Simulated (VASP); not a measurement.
A run of VASP 6.6.1 is set up as follows.

Contents of INCAR:

```
SYSTEM = Zr2W
PREC = Accurate ; ENCUT = 520
EDIFF = 1E-6 ; ISMEAR = 0
SIGMA = 0.1 ; LREAL = .FALSE.
LASPH = .TRUE. ; NELM = 100
ALGO = Normal ; ISIF = 2
LWAVE = .FALSE. ; LCHARG = .FALSE.
GGA = PE ; NBANDS = 26
```

KPOINTS

```
Automatic mesh
0
G
  6 6 6
  0 0 0
```

POSCAR

```
Zr2W
1.0
    4.8664974900      0.0000000000      0.0000000000
   -2.4332487400      4.2145104500      0.0000000000
    0.0000000000      0.0000000000      2.9831629600
Zr W
2 1
Direct
    0.0000000000      0.0000000000      0.0000000000
    0.3333333300      0.6666666700      0.5000000000
    0.6666666700      0.3333333300      0.5000000000
```

Potentials or basis: VASP PAW PBE potentials, release 64 (Zr_sv, W_sv).

Launch:

```sh
$ cat potpaw_PBE.64/Zr_sv/POTCAR potpaw_PBE.64/W_sv/POTCAR > POTCAR
$ mpirun -np 1 vasp_std > vasp.out
```

**Question.** What does it give for the pressure?

**Answer.** 0.1 GPa.

**Question.** Estimate the band gap on the k mesh.

**Answer.** None (metal or under the smearing width).

Stress tensor (GPa, compression positive):
```
 3.15  0.00  0.00
 0.00  3.15  0.00
 0.00  0.00 -6.02
```

The run has no spin-orbit coupling, so splittings on W are missing.
